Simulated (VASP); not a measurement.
TiO$_{2}$ (space group P4_2/mnm): the measured cell of entry 9001681 of the Crystallography Open Database is

```cif
data_O4Ti2
_chemical_formula_sum 'Ti2 O4'
_space_group_name_H-M_alt 'P 1'
_space_group_IT_number 1
_cell_length_a 4.59220
_cell_length_b 4.59220
_cell_length_c 2.95740
_cell_angle_alpha 90.000
_cell_angle_beta 90.000
_cell_angle_gamma 90.000
loop_
_space_group_symop_operation_xyz
  'x, y, z'
loop_
_atom_site_label
_atom_site_type_symbol
_atom_site_fract_x
_atom_site_fract_y
_atom_site_fract_z
_atom_site_occupancy
Ti1 Ti 0.00000 0.00000 0.00000 1
Ti2 Ti 0.50000 0.50000 0.50000 1
O1 O 0.30496 0.30496 0.00000 1
O2 O 0.19504 0.80496 0.50000 1
O3 O 0.69504 0.69504 0.00000 1
O4 O 0.80496 0.19504 0.50000 1
```

Method: PBE GGA with D3 dispersion (Becke-Johnson damping), VASP's PBE PAW potentials (set 64) (plane waves; VASP). Settings: 520 eV cut-off, 6×6×8 Γ-centred mesh, tetrahedra with Blöchl corrections, potentials Ti_sv O.

The calculation is for a static lattice at zero pressure; the measurement, at 300 K, holds thermal and zero-point expansion. The entry's conditions were not checked, so it may have been measured under pressure.

Q: How far does the relaxed conventional cell lie from the measured one?

A: 
```tsv
	measured	computed	difference
a (Å)	4.592	4.610	+0.4 %
c (Å)	2.957	2.959	+0.0 %
V (Å³/atom)	10.39	10.48	+0.8 %
```

The structure comes from a measured TiO2 entry (P4_2/mnm) of the Crystallography Open Database, whose conditions weren't checked. It was relaxed first. Symmetry was kept, so distortions that lower it aren't found.
